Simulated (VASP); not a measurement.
Given:

Space group P6₃/mmc (No. 194); a = 2.467 Å, b = 2.467 Å, c = 7.927 Å, α = 90.00°, β = 90.00°, γ = 120.00°

```json
[
 {"atom": "C", "site": "2b", "symmetry": "-6m2", "x": "0.0000", "y": "0.0000", "z": "0.2500"},
 {"atom": "C", "site": "2c", "symmetry": "-6m2", "x": "0.3333", "y": "0.6667", "z": "0.2500"}
]
```

Method: PBE GGA, VASP's PBE PAW potentials (set 64) (plane waves; VASP). Numerical set-up: 600 eV cut-off, 10×10×4 Γ-centred mesh, Gaussian smearing of 0.050 eV, potentials C.

Without a dispersion term in the relaxation, distances and binding between the weakly bound layers, chains or molecules are unreliable, and so is what depends on them.

Each relaxation starts from this cell; other phases were not tried.

### Question
The cell is relaxed at 1 GPa. What happens?

### Answer
The volume per atom goes from 10.45 to 9.57 Å³ (-8.4 %), and the cell becomes a = b = 2.464 Å, c = 7.280 Å, α = β = 90.00°, γ = 120.00°, space group P6_3/mmc.

Failed runs are left out, and for metals the shear rows, which the mesh's noise covers.

The compound is C in the graphite structure.
